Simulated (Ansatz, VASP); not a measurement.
## Cross-check of KMgF3 between VASP and Ansatz

Wanted: the spread between two codes on one cell, functional and k mesh. The structure shown is the end of the VASP relaxation below.

Method: plane waves, with VASP 6.6.1 beside it; single point at PBEsol, in Ansatz 0.2.0.

## Step 1: The structure

The cell holds 20 atoms: 12 F, 4 K and 4 Mg. Its edges and angles: a = 3.986 Å, b = 5.637 Å, c = 24.865 Å, α = 90.0°, β = 90.0°, γ = 90.0°. It derives from KMgF3. The (1 1 0) slab of KMgF3, cut from the database cell (so at first; earlier steps may have moved the atoms). Vacuum lies along c.

## Step 2: VASP: relaxation, PBEsol

This run makes the geometry at which the two programs are then compared.

Lines of VASP's logs that name or quote its potential files are left out, and so is its time.

File INCAR:

```
SYSTEM = KMgF3
PREC = Normal
ENCUT = 400
EDIFF = 1E-05
NELM = 120
ISMEAR = 0
SIGMA = 0.05
LREAL = Auto
ALGO = Fast
GGA = PS
NBANDS = 80
LORBIT = 11
LWAVE = .FALSE.
LCHARG = .FALSE.
NCORE = 4
IBRION = 2
NSW = 40
ISIF = 2
EDIFFG = -0.03
POTIM = 0.4
MAXMIX = 40
IDIPOL = 3
LDIPOL = .TRUE.
DIPOL = 0.5 0.5 0.506
```

File POSCAR:

```
KMgF3
1.0
    3.9859000000      0.0000000000      0.0000000000
    0.0000000000      5.6369138383      0.0000000000
    0.0000000000      0.0000000000     24.8645992170
F K Mg
12 4 4
Selective dynamics
Direct
    0.0000000000      0.7500000000      0.3016336600  F F F
    0.0000000000      0.2500000000      0.3016336600  F F F
    0.5000000000      0.5000000000      0.3583097600  F F F
    0.0000000000      0.2500000000      0.4149858500  F F F
    0.0000000000      0.7500000000      0.4149858500  F F F
    0.5000000000      0.0000000000      0.4716619500  F F F
    0.0000000000      0.7500000000      0.5283380500  T T T
    0.0000000000      0.2500000000      0.5283380500  T T T
    0.5000000000      0.5000000000      0.5850141500  T T T
    0.0000000000      0.2500000000      0.6416902400  T T T
    0.0000000000      0.7500000000      0.6416902400  T T T
    0.5000000000      0.0000000000      0.6983663400  T T T
    0.5000000000      0.0000000000      0.3583097600  F F F
    0.5000000000      0.5000000000      0.4716619500  F F F
    0.5000000000      0.0000000000      0.5850141500  T T T
    0.5000000000      0.5000000000      0.6983663400  T T T
    0.0000000000      0.5000000000      0.3583097600  F F F
    0.0000000000      0.0000000000      0.4716619500  F F F
    0.0000000000      0.5000000000      0.5850141500  T T T
    0.0000000000      0.0000000000      0.6983663400  T T T
```

File KPOINTS:

```
Automatic mesh
0
Gamma
4 3 1
0 0 0
```

The projector-augmented-wave data sets are F, K_pv and Mg (PBE family, release 64).

On the command line:

```console
$ mpirun -np 4 vasp_std
```

Numbers of over 12 decimals in the logs are rounded to 6 here.

The program printed:

```text
[banner, memory and clock lines left out]
running    4 mpi-ranks, on    1 nodes
 distrk:  each k-point on    4 cores,    1 groups
 distr:  one band on    4 cores,    1 groups

 POSCAR found type information on POSCAR F K Mg
 POSCAR found :  3 types and      20 ions
|                                                                             |
|               ----> ADVICE to this user running VASP <----                  |
|                                                                             |
|     You enforced a specific xc type in the INCAR file but a different       |
|     [... a line on the potential file left out ...]
|     I HOPE YOU KNOW WHAT YOU ARE DOING!                                     |
|                                                                             |

 LDA part: xc-table for (Slater+PW92), standard interpolation
 POSCAR, INCAR and KPOINTS ok, starting setup
 FFT: planning ... GRIDC
 FFT: planning ... GRID_SOFT
 FFT: planning ... GRID
 WAVECAR not read
 entering main loop
       N       E                     dE             d eps       ncg     rms          rms(c)
DAV:   1     0.116016612175E+04    0.11602E+04   -0.47408E+04   984   0.106E+03
DAV:   2     0.410095207147E+02   -0.11192E+04   -0.10820E+04  1200   0.329E+02
DAV:   3    -0.104267858197E+03   -0.14528E+03   -0.14464E+03  1144   0.126E+02
DAV:   4    -0.106949867394E+03   -0.26820E+01   -0.26784E+01  1160   0.198E+01
DAV:   5    -0.106986777458E+03   -0.36910E-01   -0.36899E-01  1240   0.225E+00    0.162E+01
RMM:   6    -0.969288914458E+02    0.10058E+02   -0.30985E+01   973   0.166E+01    0.199E+01
RMM:   7    -0.998769465927E+02   -0.29481E+01   -0.74681E+00   962   0.795E+00    0.825E+00
RMM:   8    -0.963404865974E+02    0.35365E+01   -0.74591E-01   960   0.252E+00    0.637E+00
RMM:   9    -0.119663956199E+03   -0.23323E+02   -0.15076E+01  1043   0.594E+00    0.505E+01
RMM:  10    -0.104890608615E+03    0.14773E+02   -0.60205E-01   980   0.178E+00    0.316E+01
RMM:  11    -0.996349446237E+02    0.52557E+01   -0.10175E-01   973   0.102E+00    0.255E+01
RMM:  12    -0.933491714226E+02    0.62858E+01   -0.14471E+00  1119   0.266E+00    0.408E+00
RMM:  13    -0.944283177103E+02   -0.10791E+01   -0.23312E-01   996   0.132E+00    0.532E+00
RMM:  14    -0.939464840759E+02    0.48183E+00   -0.19872E-02   960   0.443E-01    0.506E+00
[...]
RMM:  34    -0.931045211841E+02    0.17884E-02   -0.72075E-04  1126   0.594E-02    0.481E-01
RMM:  35    -0.931035831178E+02    0.93807E-03   -0.65500E-04  1070   0.549E-02    0.394E-01
RMM:  36    -0.931044379937E+02   -0.85488E-03   -0.54934E-04  1058   0.536E-02    0.415E-01
RMM:  37    -0.931044521887E+02   -0.14195E-04   -0.31489E-05   668   0.210E-02    0.347E-01
RMM:  38    -0.931041145399E+02    0.33765E-03   -0.19977E-04   895   0.355E-02    0.266E-01
RMM:  39    -0.931041740733E+02   -0.59533E-04   -0.16023E-04   857   0.333E-02    0.240E-01
RMM:  40    -0.931039567071E+02    0.21737E-03   -0.47949E-05   758   0.208E-02    0.174E-01
RMM:  41    -0.931038545085E+02    0.10220E-03   -0.90261E-05   816   0.261E-02    0.143E-01
[...]
bond charge predicted
       N       E                     dE             d eps       ncg     rms          rms(c)
DAV:   1    -0.934508898602E+02    0.55477E-04   -0.24840E+00   960   0.491E+00    0.309E-01
RMM:   2    -0.934556759999E+02   -0.47861E-02   -0.52233E-02   952   0.681E-01    0.298E-01
RMM:   3    -0.934557344686E+02   -0.58469E-04   -0.38325E-03   933   0.200E-01    0.156E-01
RMM:   4    -0.934557330969E+02    0.13717E-05   -0.57531E-04   912   0.781E-02    0.441E-02
RMM:   5    -0.934557804406E+02   -0.47344E-04   -0.17428E-04   843   0.402E-02    0.512E-02
RMM:   6    -0.934557708105E+02    0.96302E-05   -0.27333E-05   646   0.173E-02
  12 F= -.93455771E+02 E0= -.93449246E+02  d E =-.482066E-02
[... from here on, the cycles between the ionic steps are left out ...]
  13 F= -.93461547E+02 E0= -.93454989E+02  d E =-.105964E-01
  14 F= -.93464890E+02 E0= -.93458346E+02  d E =-.334297E-02
  15 F= -.93469817E+02 E0= -.93463306E+02  d E =-.827030E-02
  16 F= -.93473850E+02 E0= -.93467356E+02  d E =-.403324E-02
  17 F= -.93476227E+02 E0= -.93469745E+02  d E =-.641025E-02
  18 F= -.93477658E+02 E0= -.93471184E+02  d E =-.784165E-02
  19 F= -.93477713E+02 E0= -.93471245E+02  d E =-.789587E-02
  20 F= -.93478983E+02 E0= -.93472517E+02  d E =-.126985E-02
  21 F= -.93479168E+02 E0= -.93472718E+02  d E =-.145510E-02
 curvature:  -3.70 expect dE=-0.125E-02 dE for cont linesearch -0.600E-05
 trial: gam= 0.28240 g(F)=  0.338E-03 g(S)=  0.000E+00 ort = 0.610E-04 (trialstep = 0.218E+01)
 search vector abs. value=  0.556E-03
 bond charge predicted
       N       E                     dE             d eps       ncg     rms          rms(c)
DAV:   1    -0.934792036355E+02   -0.40916E-04   -0.43425E-01   976   0.211E+00    0.119E-01
RMM:   2    -0.934797755719E+02   -0.57194E-03   -0.80376E-03   946   0.282E-01    0.104E-01
RMM:   3    -0.934797522645E+02    0.23307E-04   -0.67564E-04   902   0.898E-02    0.258E-02
RMM:   4    -0.934797783440E+02   -0.26080E-04   -0.10618E-04   818   0.337E-02    0.156E-02
RMM:   5    -0.934797875847E+02   -0.92406E-05   -0.34531E-05   681   0.170E-02
  22 F= -.93479788E+02 E0= -.93473327E+02  d E =-.619789E-03
 trial-energy change:   -0.000620  1 .order   -0.000547   -0.000773   -0.000322
 step:   2.8607(harm=  3.7283)  dis= 0.00608  next Energy=   -93.479840 (dE=-0.673E-03)
 reached required accuracy - stopping structural energy minimisation
```

Parts of OUTCAR (step 2):

```text
ion  position               nearest neighbor table
   1  0.000  0.750  0.302-  17 1.99  13 2.82  13 2.82
   2  0.000  0.250  0.302-  17 1.99  13 2.82  13 2.82
   3  0.500  0.500  0.358-  17 1.99  17 1.99  14 2.82  13 2.82  13 2.82
   4  0.000  0.250  0.415-  17 1.99  18 1.99  13 2.82  13 2.82  14 2.82  14 2.82
   5  0.000  0.750  0.415-  17 1.99  18 1.99  13 2.82  13 2.82  14 2.82  14 2.82
   6  0.500  0.000  0.472-  18 1.99  18 1.99  13 2.82  14 2.82  14 2.82  15 2.82
   7  0.000  0.750  0.528-  19 1.99  18 1.99  15 2.82  15 2.82  14 2.82  14 2.82
   8  0.000  0.250  0.528-  19 1.99  18 1.99  15 2.82  15 2.82  14 2.82  14 2.82
   9  0.500  0.500  0.585-  19 1.99  19 1.99  16 2.82  15 2.82  15 2.82  14 2.82
  10  0.000  0.250  0.642-  19 1.99  20 1.99  15 2.82  15 2.82  16 2.82  16 2.82
  11  0.000  0.750  0.642-  19 1.99  20 1.99  15 2.82  15 2.82  16 2.82  16 2.82
  12  0.500  0.000  0.698-  20 1.99  20 1.99  15 2.82  16 2.82  16 2.82
  13  0.500  0.000  0.358-   6 2.82   5 2.82   4 2.82   4 2.82   5 2.82   3 2.82   3 2.82   1 2.82
                             2 2.82   2 2.82   1 2.82  18 3.45  18 3.45  17 3.45  17 3.45  17 3.45
  14  0.500  0.500  0.472-   3 2.82   6 2.82   6 2.82   4 2.82   5 2.82   4 2.82   5 2.82   8 2.82
                             7 2.82   7 2.82   8 2.82   9 2.82  17 3.45  17 3.45  18 3.45  18 3.45
  15  0.500  0.000  0.585-  12 2.82  11 2.82  10 2.82  10 2.82  11 2.82   9 2.82   9 2.82   7 2.82
                             8 2.82   8 2.82   7 2.82   6 2.82  20 3.45  20 3.45  19 3.45  19 3.45
  16  0.500  0.500  0.698-   9 2.82  12 2.82  12 2.82  10 2.82  11 2.82  10 2.82  11 2.82  19 3.45
                            19 3.45  20 3.45  20 3.45  20 3.45  20 3.45  15 3.99  15 3.99
  17  0.000  0.500  0.358-   4 1.99   5 1.99   3 1.99   3 1.99   1 1.99   2 1.99  14 3.45  14 3.45
                            13 3.45  13 3.45  13 3.45  13 3.45
  18  0.000  0.000  0.472-   6 1.99   6 1.99   4 1.99   5 1.99   8 1.99   7 1.99  13 3.45  13 3.45
                            14 3.45  14 3.45  14 3.45  14 3.45  15 3.45  15 3.45
  19  0.000  0.500  0.585-  10 1.99  11 1.99   9 1.99   9 1.99   7 1.99   8 1.99  16 3.45  16 3.45
                            15 3.45  15 3.45  15 3.45  15 3.45  14 3.45  14 3.45
  20  0.000  0.000  0.698-  12 1.99  12 1.99  10 1.99  11 1.99  15 3.45  15 3.45  16 3.45  16 3.45
                            16 3.45  16 3.45

  LATTYP: Found a simple orthorhombic cell.
 ALAT       =     3.9859000000
 B/A-ratio  =     1.4142135624
 C/A-ratio  =     6.2381392451

 Subroutine GETGRP returns: Found  4 space group operations
 (whereof  4 operations were pure point group operations)

The static configuration has the point symmetry C_2v.

 Found      6 irreducible k-points:

   k-points           NKPTS =      6   k-points in BZ     NKDIM =      6   number of bands    NBANDS=     80

   dimension x,y,z NGX =    20 NGY =   28 NGZ =  126
   dimension x,y,z NGXF=    40 NGYF=   56 NGZF=  252

   ENCUT  =  400.0 eV  29.40 Ry    5.42 a.u.   6.50  9.19 40.55*2*pi/ulx,y,z

   NELECT =     120.0000    total number of electrons

 k-points in reciprocal lattice and weights: Automatic mesh
   0.00000000  0.00000000  0.00000000       0.083
   0.25000000  0.00000000  0.00000000       0.167
   0.50000000  0.00000000  0.00000000       0.083
   0.00000000  0.33333333  0.00000000       0.167
   0.25000000  0.33333333  0.00000000       0.333
   0.50000000  0.33333333  0.00000000       0.167

 dipolmoment           0.000000      0.000000     -0.902076 electrons x Angstroem

 average (electrostatic) potential at core
       1 -79.1524       2 -79.1524       3 -79.8012       4 -81.5769       5 -81.5769
       6 -82.9749       7 -83.9054       8 -83.9054       9 -84.3187      10 -85.0132
      11 -85.0132      12 -85.1721      13 -13.6438      14 -16.4258      15 -17.8447
      16 -18.8656      17 -40.3715      18 -43.5041      19 -44.8267      20 -46.0281

 E-fermi :  -3.4064

 k-point     1 :       0.0000    0.0000    0.0000
  band No.  band energies     occupation
    ...
     56      -4.0433      2.00000
     57      -3.9933      2.00000
     58      -3.6767      2.00000
     59      -3.5808      2.00000
     60      -3.5006      1.99230
     61      -3.3412      0.06513
     62      -1.1646      0.00000
     63      -0.2550      0.00000
     64      -0.0317      0.00000
     65       0.3392      0.00000
    ...

 k-point     2 :       0.2500    0.0000    0.0000
  band No.  band energies     occupation
    ...
     56      -3.9129      2.00000
     57      -3.7605      2.00000
     58      -3.6442      2.00000
     59      -3.4475      1.75457
     60      -3.4206      1.31104
     61      -3.3520      0.12377
     62      -0.4878      0.00000
     63      -0.1320      0.00000
     64       0.1861      0.00000
     65       0.8111      0.00000
    ...

 k-point     3 :       0.5000    0.0000    0.0000
  band No.  band energies     occupation
    ...
     55      -4.6870      2.00000
     56      -3.8529      2.00000
     57      -3.8016      2.00000
     58      -3.6606      2.00000
     59      -3.4311      1.51500
     60      -3.3627      0.21587
     61      -2.4974      0.00000
     62      -0.5296      0.00000
     63      -0.3755      0.00000
     64       1.0029      0.00000
    ...

  Total      -13.2681343    -11.8964015    -15.6520282      0.0000000      0.0000000      0.0000000
  in kB      -38.0514475    -34.1174793    -44.8881747      0.0000000      0.0000000      0.0000000
  external PRESSURE =     -39.0190339 kB  Pullay stress =       0.0000000 kB

  energy-cutoff  :      400.00
  volume of cell :      558.66
      direct lattice vectors                 reciprocal lattice vectors
     3.985900000  0.000000000  0.000000000     0.250884367  0.000000000  0.000000000
     0.000000000  5.636913838  0.000000000     0.000000000  0.177402037  0.000000000
     0.000000000  0.000000000 24.864599217     0.000000000  0.000000000  0.040217821

 POSITION                                       TOTAL-FORCE (eV/Angst)
 -----------------------------------------------------------------------------------
      0.00000      4.22769      7.50000        -0.000000     -0.064518      0.666189
      0.00000      1.40923      7.50000        -0.000000      0.064518      0.666189
      1.99295      2.81846      8.90923        -0.000000      0.000000      1.093621
      0.00000      1.40923     10.31846        -0.000000     -0.204906      1.253689
      0.00000      4.22769     10.31846        -0.000000      0.204906      1.253689
      1.99295      0.00000     11.72769        -0.000000      0.000000      0.822793
      0.00000      4.25800     13.29844        -0.000000      0.014020      0.004811
      0.00000      1.37892     13.29844        -0.000000     -0.014020      0.004811
      1.99295      2.81846     14.74996        -0.000000      0.000000     -0.000620
      3.98590      1.46897     16.15450        -0.000000     -0.020940     -0.001382
      0.00000      4.16794     16.15450         0.000000      0.020940     -0.001382
      1.99295      5.63691     17.60081        -0.000000      0.000000      0.003986
      1.99295      0.00000      8.90923        -0.000000      0.000000     -1.477390
      1.99295      2.81846     11.72769        -0.000000      0.000000     -0.912688
      1.99295      5.63691     14.43226        -0.000000      0.000000     -0.000345
      1.99295      2.81846     17.47548        -0.000000      0.000000     -0.005290
      0.00000      2.81846      8.90923        -0.000000      0.000000     -2.044340
      0.00000      0.00000     11.72769        -0.000000      0.000000     -1.355758
      0.00000      2.81846     14.60359        -0.000000      0.000000      0.012961
      0.00000      5.63691     17.36139        -0.000000      0.000000      0.016457
 -----------------------------------------------------------------------------------
    total drift:                                0.000000      0.000000      0.050293

  FREE ENERGIE OF THE ION-ELECTRON SYSTEM (eV)
  ---------------------------------------------------
  free  energy   TOTEN  =       -93.4797875847 eV

  energy  without entropy=      -93.4668667666  energy(sigma->0) =      -93.47332718

 reached required accuracy - stopping structural energy minimisation

 vacuum level on the upper side and lower side of the slab        -0.565         6.676

 total charge
# of ion       s       p       d       tot
------------------------------------------
    1        1.778   4.251   0.000   6.028
    2        1.778   4.251   0.000   6.028
    3        1.764   4.402   0.000   6.166
    4        1.764   4.408   0.000   6.173
    5        1.764   4.408   0.000   6.173
    6        1.764   4.412   0.000   6.176
    7        1.764   4.411   0.000   6.175
    8        1.764   4.411   0.000   6.175
    9        1.763   4.412   0.000   6.176
   10        1.767   4.411   0.000   6.178
   11        1.767   4.411   0.000   6.178
   12        1.772   4.379   0.000   6.151
   13        0.063   6.097   0.076   6.235
   14        0.068   6.104   0.085   6.258
   15        0.077   6.132   0.096   6.304
   16        0.105   6.101   0.072   6.278
   17        0.130   0.163   0.079   0.372
   18        0.123   0.151   0.072   0.347
   19        0.128   0.161   0.079   0.368
   20        0.156   0.147   0.066   0.370
--------------------------------------------------
tot         22.059  77.625   0.625 100.308

[... 3 further parts left out ...]
```

CONTCAR:

```
KMgF3
   1.00000000000000
     3.9859000000000000    0.0000000000000000    0.0000000000000000
     0.0000000000000000    5.6369138382999999    0.0000000000000000
     0.0000000000000000    0.0000000000000000   24.8645992169999985
  F               K               Mg
    12     4     4
Selective dynamics
Direct
     0.0000000000000000    0.7500000000000000    0.3016336600000002   F   F   F
     0.0000000000000000    0.2500000000000000    0.3016336600000002   F   F   F
     0.5000000000000000    0.5000000000000000    0.3583097599999974   F   F   F
     0.0000000000000000    0.2500000000000000    0.4149858500000008   F   F   F
     0.0000000000000000    0.7500000000000000    0.4149858500000008   F   F   F
     0.5000000000000000    0.0000000000000000    0.4716619499999979   F   F   F
     0.0000000000000000    0.7553772861824657    0.5348341663088513   T   T   T
     0.0000000000000000    0.2446227138175341    0.5348341663088513   T   T   T
     0.5000000000000000    0.5000000000000000    0.5932111714299328   T   T   T
     1.0000000000000000    0.2605985052253410    0.6496989714866807   T   T   T
     0.0000000000000000    0.7394014947746593    0.6496989714866807   T   T   T
     0.5000000000000000    1.0000000000000000    0.7078662463819362   T   T   T
     0.5000000000000000    0.0000000000000000    0.3583097599999974   F   F   F
     0.5000000000000000    0.5000000000000000    0.4716619499999979   F   F   F
     0.5000000000000000    1.0000000000000000    0.5804340857523089   T   T   T
     0.5000000000000000    0.5000000000000000    0.7028256977032096   T   T   T
     0.0000000000000000    0.5000000000000000    0.3583097599999974   F   F   F
     0.0000000000000000    0.0000000000000000    0.4716619499999979   F   F   F
     0.0000000000000000    0.5000000000000000    0.5873246756400700   T   T   T
     0.0000000000000000    1.0000000000000000    0.6982373970202997   T   T   T
```

The PAW data sets were made with PBE, which is usual practice but a small mismatch for other functionals.

(Part 1 of 2 ends here.)

[Lines on the potential files, build, host, timing and source positions are cut from VASP's logs without a mark.]

[Logs are printed without paths, hosts, clocks, repeated set-up lines and the standing remarks that a program may print on its own settings, such as how far it seeks lower states.]

[Hosts, paths, dates, database ids (printed as entryN), source tags and the programs' standing remarks are cut or masked in the printed files.]
